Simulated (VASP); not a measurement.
# Be3Te2Se (Imm2) in VASP: notebook, part 2 of 2

VASP 6.6.1.

### Step 4. Single point, r2SCAN

Contents of INCAR:

```
PREC = Accurate ; ENCUT = 520
EDIFF = 1E-6 ; ISMEAR = 0
SIGMA = 0.03 ; LREAL = False
LASPH = True ; NELM = 150
ALGO = Normal ; ISIF = 2
LWAVE = False ; LCHARG = False
METAGGA = R2SCAN ; LMIXTAU = True
KPAR = 8
```

Contents of KPOINTS:

```
Automatic mesh
0
Gamma
  8 8 8
```

Contents of POSCAR:

```
Be3Te2Se                                
1.0
   -1.9494803699      5.8446071612      2.7503055124
    1.9494803699     -5.8446071612      2.7503055124
    1.9494803699      5.8446071612     -2.7503055124
  Be              Te              Se            
     3     2     1
Direct
     0.6062969983335752    0.7630464219998525    0.8432505763337228
     0.9197958456661227    0.7630464219998525    0.1567494236662773
     0.2245809489549125    0.7245809489549125    0.5000000000000000
     0.6644622286407987    0.9995194548062731    0.6649427738345326
     0.3345766709717469    0.9995194548062731    0.3350572261654674
     0.0000142874328424    0.0000142874328424    0.0000000000000000
```

Potentials or basis: VASP PAW PBE potentials, release 64 (Be, Te, Se).

Command:

```bash
> cat potpaw_PBE.64/Be/POTCAR potpaw_PBE.64/Te/POTCAR potpaw_PBE.64/Se/POTCAR > POTCAR
> mpirun -np 8 vasp_std > vasp.out
```

OUTCAR:

```text
PREC = Accurate
   ENCUT = 520
   EDIFF = 1E-6
   ISMEAR = 0
   LREAL = False
   LASPH = True
   NELM = 150
   ISIF = 2
   METAGGA = R2SCAN

 ion  position               nearest neighbor table
   1  0.606  0.763  0.843-   6 2.25   5 2.43   5 2.43   4 2.46
   2  0.920  0.763  0.157-   6 2.25   4 2.43   4 2.43   5 2.46
   3  0.225  0.725  0.500-   6 2.31   6 2.31   4 2.45   5 2.45
   4  0.664  1.000  0.665-   2 2.43   2 2.43   3 2.45   1 2.46
   5  0.335  1.000  0.335-   1 2.43   1 2.43   3 2.45   2 2.46
   6  0.000  0.000  0.000-   2 2.25   1 2.25   3 2.31   3 2.31

  LATTYP: Found a body centered orthorhombic cell.
 ALAT       =     3.8989607398
 B/A-ratio  =     1.4107890261
 C/A-ratio  =     2.9980333485

  Lattice vectors:

 A1 = (   1.9494803699,  -5.8446071612,  -2.7503055124)
 A2 = (  -1.9494803699,  -5.8446071612,   2.7503055124)
 A3 = (  -1.9494803699,   5.8446071612,  -2.7503055124)

Analysis of symmetry for initial positions (statically):
=====================================================================
 Subroutine PRICEL returns:
 Original cell was already a primitive cell.

 Routine SETGRP: Setting up the symmetry group for a
[... 180 lines left out ...]
 cond. band min:       6.7640456042   @ k =   0.5000   0.5000   0.5000
 fundamental gap:      2.3232992299
 Fermi energy:         4.6055967401

 k-point     1 :       0.0000    0.0000    0.0000
  band No.  band energies     occupation
      1      -9.5157      2.00000
      2      -7.4533      2.00000
      3      -6.3258      2.00000
      4      -0.5525      2.00000
      5      -0.5015      2.00000
      6       0.1663      2.00000
[... 433 lines left out ...]
      3      -6.4832      2.00000
      4      -1.1921      2.00000
      5      -0.6008      2.00000
      6      -0.3915      2.00000
[... 8 lines left out ...]
     15       9.2045      0.00000
     16       9.4590      0.00000

 [... further k-points ...]
[... 5 lines left out ...]
  --------------------------------------------------------------------------------------
  -------------------------------------------------------------------------------------
  Total       -0.2124730     -0.2340318     -0.2416528      0.0000000      0.0000000      0.0000000
  in kB       -2.7158092     -2.9913711     -3.0887828      0.0000000      0.0000000      0.0000000
  external PRESSURE =      -2.9319877 kB  Pullay stress =       0.0000000 kB

 VOLUME and BASIS-vectors are now :
 -----------------------------------------------------------------------------
  energy-cutoff  :      520.00
  volume of cell :      125.35
      direct lattice vectors                 reciprocal lattice vectors
    -1.949480370  5.844607161  2.750305512     0.000000000  0.085548949  0.181797985
     1.949480370 -5.844607161  2.750305512     0.256478602  0.000000000  0.181797985
     1.949480370  5.844607161 -2.750305512     0.256478602  0.085548949  0.000000000

 POSITION                                       TOTAL-FORCE (eV/Angst)
 -----------------------------------------------------------------------------------
      1.94948      4.01233      1.44692         0.000000      0.021242      0.006896
      0.00000      1.83228      4.19722        -0.000000     -0.021242      0.006896
      1.94948      0.00000      1.23533         0.000000      0.000000     -0.002650
      1.94948      1.92805      2.74766        -0.000000     -0.005425     -0.002094
      1.94948     -1.92805      2.74766        -0.000000      0.005425     -0.002094
      0.00000      0.00000      0.00008         0.000000      0.000000     -0.006952
 -----------------------------------------------------------------------------------
    total drift:                               -0.000006      0.000016      0.000021

  FREE ENERGIE OF THE ION-ELECTRON SYSTEM (eV)
  ---------------------------------------------------
  free  energy   TOTEN  =       -81.7409976872 eV

  energy  without entropy=      -81.7409976872  energy(sigma->0) =      -81.74099769
```

stdout:

```text
POSCAR found type information on POSCAR BeTeSe
 POSCAR found :  3 types and       6 ions
 scaLAPACK will be used
 -----------------------------------------------------------------------------
|                                                                             |
|           W    W    AA    RRRRR   N    N  II  N    N   GGGG   !!!           |
|           W    W   A  A   R    R  NN   N  II  NN   N  G    G  !!!           |
[... 21 lines left out ...]
 -----------------------------------------------------------------------------

 LDA part: xc-table for (None), standard interpolation
 POSCAR, INCAR and KPOINTS ok, starting setup
 FFT: planning ... GRIDC
 FFT: planning ... GRID_SOFT
 FFT: planning ... GRID
 WAVECAR not read
 entering main loop
```

It took 2.8 min on 8 MPI ranks of Intel Xeon Platinum 8559C (Emerald Rapids), shared host; peak memory 0.54 GiB.

Results:

```yaml
Free_energy: -81.7410 eV
Pressure: -0.3 GPa
Largest_force: 0.022 eV/Å
Band_gap_on_the_k_mesh: 2.32 eV, indirect (least direct gap 2.46 eV)
```

Forces on the atoms (eV/Å):
```
Be   0.000  0.021  0.007
Be   0.000 -0.021  0.007
Be   0.000  0.000 -0.003
Te   0.000 -0.005 -0.002
Te   0.000  0.005 -0.002
Se   0.000  0.000 -0.007
```

Levels at points of the mesh, in eV from the valence-band top:
| k point | band 10 | band 11 | band 12 | band 13 | band 14 | band 15 |
| --- | --- | --- | --- | --- | --- | --- |
| (0.00, 0.00, 0.00) | -0.23 | -0.23 | 0.00 | 3.18 | 3.78 | 4.33 |
| (0.50, 0.00, 0.00) | -1.29 | -1.23 | -0.92 | 3.36 | 3.89 | 4.10 |
| (0.00, 0.50, 0.00) | -2.36 | -1.29 | -1.26 | 3.65 | 4.87 | 5.18 |
| (0.50, 0.50, 0.00) | -2.68 | -2.35 | -1.80 | 2.40 | 3.29 | 4.40 |
| (0.50, 0.50, 0.50) | -1.82 | -1.01 | -0.14 | 2.32 | 3.28 | 4.46 |

Caveat: the PAW data sets were made with another functional, which shifts forces and pressure a little; spin-orbit coupling is left out, which moves the levels of the heavy elements. r2SCAN opens gaps a little over a GGA but as a rule still falls short of measured ones.
